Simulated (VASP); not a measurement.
These are r2SCAN meta-GGA, VASP's PBE PAW potentials (set 64) (plane waves; VASP 6.6.1) values and carry that method's errors.

The input files of a VASP run:

**INCAR**
```
ISMEAR = 1
NSW = 60   ! most ionic steps
LREAL = F   ! projection in real space or not
ENCUT = 400
SYSTEM = Ti
EDIFFG = -0.01
IBRION = 2   ! conjugate gradients
EDIFF = 1E-6
NELM = 100   ! most electronic steps
LMAXMIX = 4
ISIF = 3   ! ions, shape and volume
LCHARG = F
PREC = Accurate
ALGO = Normal   ! blocked Davidson
SIGMA = 0.1
LMIXTAU = T
METAGGA = R2SCAN
LWAVE = F
LASPH = T   ! aspherical one-centre terms
```

**POSCAR**
```
Ti
1
   -2.5705780000     2.5705780000     1.4025380000
    2.5705780000    -2.5705780000     1.4025380000
    2.5705780000     2.5705780000    -1.4025380000
Ti
2
Direct
  0.7500000000   0.2500000000   0.5000000000
  0.0000000000   0.0000000000   0.0000000000
```

File KPOINTS:
```
Automatic mesh
0
Gamma
13 13 13
0 0 0
```

POTCAR, in this order: Ti_sv (PBE.64 set). Program: vasp_std.

The resulting files:

### OUTCAR
```
 ion  position               nearest neighbor table
   1  0.750  0.250  0.500-   2 2.66   2 2.66   2 2.66   2 2.66
   2  0.000  0.000  0.000-   1 2.66   1 2.66   1 2.66   1 2.66
  LATTYP: Found a body centered tetragonal cell.
 ALAT       =     5.1411560000
 C/A-ratio  =     0.5456119207
 Subroutine PRICEL returns:
 Original cell was already a primitive cell.
 Subroutine GETGRP returns: Found 16 space group operations
The static configuration has the point symmetry D_2d.
 The point group associated with its full space group is D_4h.
The dynamic configuration has the point symmetry D_2d.
 Subroutine INISYM returns: Found 16 space group operations
 Subroutine IBZKPT returns following result:
 Found    196 irreducible k-points:

 Following reciprocal coordinates:
            Coordinates               Weight
  0.000000  0.000000  0.000000      1.000000
  0.076923 -0.000000  0.000000      8.000000
  0.153846 -0.000000  0.000000      8.000000
  0.230769  0.000000 -0.000000      8.000000
  0.307692 -0.000000  0.000000      8.000000
  0.384615  0.000000  0.000000      8.000000
  0.461538  0.000000  0.000000      8.000000
...
```

File OSZICAR:
```
       N       E                     dE             d eps       ncg     rms          rms(c)
DAV:   1     0.216906178096E+03    0.21691E+03   -0.11755E+04  6272   0.159E+03
DAV:   2    -0.887783458893E+01   -0.22578E+03   -0.22448E+03  6424   0.463E+02
DAV:   3    -0.324835468774E+02   -0.23606E+02   -0.23355E+02 12464   0.130E+02
DAV:   4    -0.333428645945E+02   -0.85932E+00   -0.85851E+00  6424   0.243E+01
DAV:   5    -0.333933326010E+02   -0.50468E-01   -0.50461E-01 10632   0.451E+00    0.135E+01
DAV:   6    -0.259119591699E+02    0.74814E+01   -0.23415E+01  8048   0.602E+01    0.172E+00
DAV:   7    -0.245263963403E+02    0.13856E+01   -0.26370E+00 10376   0.158E+01    0.197E+00
DAV:   8    -0.248698437078E+02   -0.34345E+00   -0.36681E-01  8384   0.501E+00    0.164E+00
DAV:   9    -0.245096327324E+02    0.36021E+00   -0.62599E-01  7368   0.704E+00    0.135E+00
DAV:  10    -0.248843899728E+02   -0.37476E+00   -0.37285E-01  8256   0.518E+00    0.180E-01
DAV:  11    -0.249217378176E+02   -0.37348E-01   -0.99671E-02  7744   0.292E+00    0.365E-01
DAV:  12    -0.249082616691E+02    0.13476E-01   -0.17212E-02  8416   0.117E+00    0.215E-01
DAV:  13    -0.249084496871E+02   -0.18802E-03   -0.15607E-03  8888   0.334E-01    0.276E-01
DAV:  14    -0.249101340771E+02   -0.16844E-02   -0.10660E-02  6560   0.117E+00    0.228E-01
DAV:  15    -0.249107721276E+02   -0.63805E-03   -0.32725E-03  7968   0.458E-01    0.763E-02
DAV:  16    -0.249108441014E+02   -0.71974E-04   -0.14760E-04 10056   0.110E-01    0.528E-02
DAV:  17    -0.249105659148E+02    0.27819E-03   -0.60469E-04  7752   0.263E-01    0.452E-02
DAV:  18    -0.249107110380E+02   -0.14512E-03   -0.10620E-04  8360   0.109E-01    0.199E-02
DAV:  19    -0.249106581927E+02    0.52845E-04   -0.14536E-05  8064   0.302E-02    0.767E-03
DAV:  20    -0.249106964800E+02   -0.38287E-04   -0.39961E-06  7488   0.189E-02    0.571E-03
DAV:  21    -0.249106798065E+02    0.16674E-04   -0.20265E-06  5200   0.138E-02    0.906E-03
DAV:  22    -0.249107009566E+02   -0.21150E-04   -0.41020E-07  3912   0.743E-03    0.602E-03
DAV:  23    -0.249107019473E+02   -0.99068E-06   -0.43403E-07  3584   0.756E-03
   1 F= -.24910702E+02 E0= -.24910905E+02  d E =-.249107E+02
       N       E                     dE             d eps       ncg     rms          rms(c)
DAV:   1    -0.286393296847E+02   -0.37286E+01   -0.95051E+01  9536   0.137E+02    0.164E+01
DAV:   2    -0.250152239882E+02    0.36241E+01   -0.13598E+01  7168   0.484E+01    0.559E+00
DAV:   3    -0.248468056238E+02    0.16842E+00   -0.40459E+00  9288   0.147E+01    0.199E+00
DAV:   4    -0.249206320250E+02   -0.73826E-01   -0.28114E-01  8976   0.392E+00    0.922E-01
DAV:   5    -0.249441339371E+02   -0.23502E-01   -0.42719E-01  8776   0.479E+00    0.632E-01
DAV:   6    -0.249478784076E+02   -0.37445E-02   -0.12589E-02  6904   0.143E+00    0.618E-01
DAV:   7    -0.249568547107E+02   -0.89763E-02   -0.33215E-02  8936   0.125E+00    0.183E-01
DAV:   8    -0.249627369493E+02   -0.58822E-02   -0.88026E-03  6592   0.116E+00    0.853E-02
DAV:   9    -0.249632892579E+02   -0.55231E-03   -0.13959E-03  7272   0.431E-01    0.119E-01
DAV:  10    -0.249628874464E+02    0.40181E-03   -0.15591E-03  6488   0.546E-01    0.385E-02
DAV:  11    -0.249629890898E+02   -0.10164E-03   -0.10981E-04  8656   0.100E-01    0.175E-02
DAV:  12    -0.249629759657E+02    0.13124E-04   -0.24007E-05  8672   0.447E-02    0.193E-03
DAV:  13    -0.249630138948E+02   -0.37929E-04   -0.14403E-05  9048   0.267E-02    0.288E-03
DAV:  14    -0.249630074313E+02    0.64636E-05   -0.91778E-07  4208   0.122E-02    0.679E-04
DAV:  15    -0.249630046904E+02    0.27409E-05   -0.19557E-07  3576   0.623E-03    0.148E-03
DAV:  16    -0.249630067072E+02   -0.20168E-05   -0.69088E-08  3456   0.317E-03    0.678E-04
DAV:  17    -0.249630059020E+02    0.80520E-06   -0.29120E-08  3496   0.215E-03
   2 F= -.24963006E+02 E0= -.24962942E+02  d E =-.523040E-01
       N       E                     dE             d eps       ncg     rms          rms(c)
DAV:   1    -0.252792838128E+02   -0.31628E+00   -0.76593E+00  9816   0.411E+01    0.475E+00
DAV:   2    -0.249675737334E+02    0.31171E+00   -0.14846E+00  8080   0.148E+01    0.143E+00
DAV:   3    -0.249620313783E+02    0.55424E-02   -0.28712E-01  8728   0.342E+00    0.412E-01
DAV:   4    -0.249681134937E+02   -0.60821E-02   -0.17846E-02  8624   0.129E+00    0.258E-01
DAV:   5    -0.249729574663E+02   -0.48440E-02   -0.56043E-02  9128   0.198E+00    0.261E-01
DAV:   6    -0.249692109138E+02    0.37466E-02   -0.11149E-02  6304   0.135E+00    0.208E-01
DAV:   7    -0.249723732874E+02   -0.31624E-02   -0.87909E-04  6848   0.314E-01    0.942E-02
DAV:   8    -0.249726583532E+02   -0.28507E-03   -0.40437E-04  8368   0.237E-01    0.632E-02
DAV:   9    -0.249726923656E+02   -0.34012E-04   -0.94951E-05  8936   0.982E-02    0.415E-02
DAV:  10    -0.249727683651E+02   -0.75999E-04   -0.32620E-05  6472   0.890E-02    0.538E-03
DAV:  11    -0.249727611104E+02    0.72547E-05   -0.15619E-06  5984   0.138E-02    0.186E-03
DAV:  12    -0.249727552882E+02    0.58223E-05   -0.85612E-07  3592   0.116E-02    0.231E-03
DAV:  13    -0.249727586370E+02   -0.33488E-05   -0.34994E-07  3472   0.678E-03    0.149E-03
DAV:  14    -0.249727568779E+02    0.17590E-05   -0.21671E-07  3384   0.556E-03    0.157E-04
DAV:  15    -0.249727562398E+02    0.63818E-06   -0.93937E-08  3408   0.321E-03
   3 F= -.24972756E+02 E0= -.24972680E+02  d E =-.620543E-01
       N       E                     dE             d eps       ncg     rms          rms(c)
DAV:   1    -0.250152979866E+02   -0.42541E-01   -0.18424E+00  6320   0.195E+01    0.150E+00
DAV:   2    -0.249810697203E+02    0.34228E-01   -0.15176E-01  6304   0.413E+00    0.631E-01
DAV:   3    -0.249793097976E+02    0.17599E-02   -0.20249E-02  8896   0.193E+00    0.131E-01
DAV:   4    -0.249784469760E+02    0.86282E-03   -0.83487E-03  7024   0.978E-01    0.700E-02
DAV:   5    -0.249775786049E+02    0.86837E-03   -0.11670E-03  6640   0.392E-01    0.342E-02
DAV:   6    -0.249778921955E+02   -0.31359E-03   -0.67863E-04  7120   0.406E-01    0.191E-02
DAV:   7    -0.249775827455E+02    0.30945E-03   -0.36091E-04  6432   0.265E-01    0.697E-03
DAV:   8    -0.249775815941E+02    0.11514E-05   -0.16316E-05  9344   0.374E-02    0.621E-03
DAV:   9    -0.249775826650E+02   -0.10708E-05   -0.15274E-07  4408   0.547E-03    0.676E-03
DAV:  10    -0.249775792043E+02    0.34607E-05   -0.28862E-06  4848   0.167E-02    0.299E-03
DAV:  11    -0.249775816278E+02   -0.24235E-05   -0.65534E-07  3544   0.106E-02    0.256E-03
DAV:  12    -0.249775810206E+02    0.60720E-06   -0.19825E-07  3336   0.568E-03
   4 F= -.24977581E+02 E0= -.24977647E+02  d E =-.482478E-02
       N       E                     dE             d eps       ncg     rms          rms(c)
DAV:   1    -0.249816492864E+02   -0.40677E-02   -0.18806E-01  6328   0.623E+00    0.477E-01
DAV:   2    -0.249782317729E+02    0.34175E-02   -0.15304E-02  6288   0.132E+00    0.200E-01
DAV:   3    -0.249780910331E+02    0.14074E-03   -0.19769E-03  8800   0.597E-01    0.423E-02
DAV:   4    -0.249779569840E+02    0.13405E-03   -0.85550E-04  7024   0.314E-01    0.221E-02
DAV:   5    -0.249778924474E+02    0.64537E-04   -0.11364E-04  6688   0.122E-01    0.113E-02
DAV:   6    -0.249779060739E+02   -0.13627E-04   -0.68518E-05  7240   0.131E-01    0.614E-03
DAV:   7    -0.249778924251E+02    0.13649E-04   -0.37545E-05  6424   0.874E-02    0.218E-03
DAV:   8    -0.249778917072E+02    0.71789E-06   -0.17095E-06  7072   0.125E-02
   5 F= -.24977892E+02 E0= -.24978001E+02  d E =-.513547E-02
```

**OUTCAR**
```
------------------------ aborting loop because EDIFF is reached ----------------------------------------
  FORCE on cell =-STRESS in cart. coord.  units (eV):
  Direction    XX          YY          ZZ          XY          YZ          ZX
  --------------------------------------------------------------------------------------
  Total        0.0124097      0.0124097      0.0061397      0.0000000      0.0000000      0.0000000
  in kB        0.5786211      0.5786211      0.2862740      0.0000000      0.0000000      0.0000000
  external PRESSURE =       0.4811720 kB  Pullay stress =       0.0000000 kB
  volume of cell :       34.36
      direct lattice vectors                 reciprocal lattice vectors
    -2.475235548  2.475235548  1.402115481     0.000000000  0.202000977  0.356604008
     2.475235548 -2.475235548  1.402115481     0.202000977  0.000000000  0.356604008
     2.475235548  2.475235548 -1.402115481     0.202000977  0.202000977  0.000000000
 POSITION                                       TOTAL-FORCE (eV/Angst)
 -----------------------------------------------------------------------------------
      0.00000      2.47524      0.70106        -0.000000      0.000000     -0.000000
      0.00000     -0.00000      0.00000         0.000000     -0.000000      0.000000
 -----------------------------------------------------------------------------------
    total drift:                               -0.000000      0.000000      0.000000
  FREE ENERGIE OF THE ION-ELECTRON SYSTEM (eV)
  ---------------------------------------------------
  free  energy   TOTEN  =       -24.9778917072 eV

  energy  without entropy=      -24.9782193323  energy(sigma->0) =      -24.97800092

 reached required accuracy - stopping structural energy minimisation
```
(Selected blocks of OUTCAR.)

CONTCAR:
```
Ti
   1.00000000000000
    -2.4752355483719981    2.4752355483719981    1.4021154805947953
     2.4752355483719981   -2.4752355483719981    1.4021154805947953
     2.4752355483719981    2.4752355483719981   -1.4021154805947953
  Ti
     2
Direct
     0.7500000000000000    0.2500000000000000    0.5000000000000000
     0.0000000000000000    0.0000000000000000    0.0000000000000000
```

### OUTCAR
```
 val. band max:        8.1708978570   @ k =  -0.3077   0.3846   0.0769

 cond. band min:       8.1726849885   @ k =  -0.4615   0.3077   0.0769


 Fermi energy:         8.1710038833

 k-point     1 :       0.0000    0.0000    0.0000
  band No.  band energies     occupation
      1     -50.7089      2.00000
      2     -50.3655      2.00000
      3     -26.2316      2.00000
      4     -26.2316      2.00000
      5     -25.4916      2.00000
      6     -25.4788      2.00000
      7     -25.3635      2.00000
      8     -25.3635      2.00000
      9       2.0466      2.00000
     10       5.4589      2.00000
     11       7.2975      2.00000
     12       7.7784      2.00000
     13       8.5681     -0.00000
     14      10.8671      0.00000
     15      10.8672      0.00000
     16      10.8947      0.00000

 k-point     2 :       0.0769   -0.0000    0.0000
  band No.  band energies     occupation
      1     -50.7008      2.00000
      2     -50.3663      2.00000
      3     -26.2294      2.00000
      4     -26.2145      2.00000
      5     -25.5244      2.00000
      6     -25.5112      2.00000
      7     -25.3722      2.00000
      8     -25.3614      2.00000
      9       2.2350      2.00000
     10       5.5626      2.00000
     11       7.3088      2.00000
     12       7.9555      2.00940
     13       8.6356     -0.00000
     14      10.1825      0.00000
     15      10.2492      0.00000
     16      11.1648      0.00000

 k-point     3 :       0.1538   -0.0000    0.0000
  band No.  band energies     occupation
      1     -50.6780      2.00000
      2     -50.3682      2.00000
      3     -26.2234      2.00000
      4     -26.1683      2.00000
      5     -25.6181      2.00000
      6     -25.5929      2.00000
      7     -25.3988      2.00000
      8     -25.3555      2.00000
      9       2.7779      2.00000
     10       5.8482      2.00000
     11       7.3948      2.00000
     12       8.2245      0.22239
     13       8.7838     -0.00000
...
```

Energy and stress use the plane-wave basis of the starting cell.

The structure was generated: Ti was put into the beta-Sn type (I4_1/amd), which need not be its known phase. This run relaxes it. Symmetry was kept, so distortions that lower it aren't found.
